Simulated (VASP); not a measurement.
# LaB$_{6}$ (cab6): computed properties

Computed with PBEsol GGA, VASP's PBE PAW potentials (set 64) (plane waves; VASP).

| Item | Value |
|---|---|
| space group | Pm-3m (221) |
| cell | a = b = c = 4.1309 Å, α = β = γ = 90.00° |
| volume per atom | 10.07 Å^3/atom |
| band gap (over mesh and band path) | none (metal, semimetal or under 0.01 eV) |
| density | 4.80 g/cm³ |

```
LaB6
1.0
    4.13090     0.00000     0.00000
    0.00000     4.13090     0.00000
    0.00000     0.00000     4.13090
La B
1 6
Direct
  0.00000   0.00000   0.00000
  0.80054   0.50000   0.50000
  0.50000   0.19946   0.50000
  0.50000   0.80054   0.50000
  0.19946   0.50000   0.50000
  0.50000   0.50000   0.80054
  0.50000   0.50000   0.19946
```

Measured: a 4.157 Å at 296 K (computed value off by -0.6 %), as given by Masami Tsubota et al., Scientific Reports (2017), doi:10.1038/s41598-017-15766-y. The calculation is for a static lattice, while the measured a holds thermal and zero-point effects, which are part of the difference.

The compound is LaB6 in the cab6 structure. It was relaxed first. Symmetry was kept, so distortions that lower it aren't found. The electron count is odd and the run is not spin-polarised, which forces a metal.
